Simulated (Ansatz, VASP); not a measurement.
Si in VASP and in Ansatz

```xyz
2
Lattice="0.0000 2.7010 2.7010 2.7010 0.0000 2.7010 2.7010 2.7010 0.0000" Properties=species:S:1:pos:R:3 pbc="T T T"
Si    2.6410    2.6410    2.7010
Si    4.1115    4.1115    4.0515
```

Change from the starting cell: mode 4 frozen in at -0.060 Å and mode 5 at -0.060 Å (largest displacements).

Alike in both runs: task single point; functional LDA; k mesh 12 × 12 × 12; occupations gaussian, width 0.05 eV; no spin polarisation.

```csv
,VASP,Ansatz
version,VASP 6.6.1,Ansatz 0.2.0
potentials or method,"VASP PAW LDA potentials, release 64 (Si)","scalar-relativistic, plane waves, PAW"
plane-wave cutoff (eV),520,420
valence electrons in the cell,8,8
```

VASP gave:

| Item | Value |
| --- | --- |
| gap on the k mesh at the Fermi level (eV) | none |
| pressure (GPa) | 1.0 |
| largest component of the traceless stress (GPa) | 5.16 |
| rms of the force components (eV/Å) | 1.330 |

Q: Estimate Ansatz's values.

A: gap on the k mesh at the Fermi level (eV): none; pressure (GPa): 1.0; largest component of the traceless stress (GPa): 5.14; rms of the force components (eV/Å): 1.331.

Atom by atom the forces differ by 0.001 eV/Å (rms over components). A gap of «none» marks a metal or a gap that the smearing closes.

Caveats: forces of over 1 eV/Å show positions far from the minimum, so gaps and moduli don't describe the material at rest.
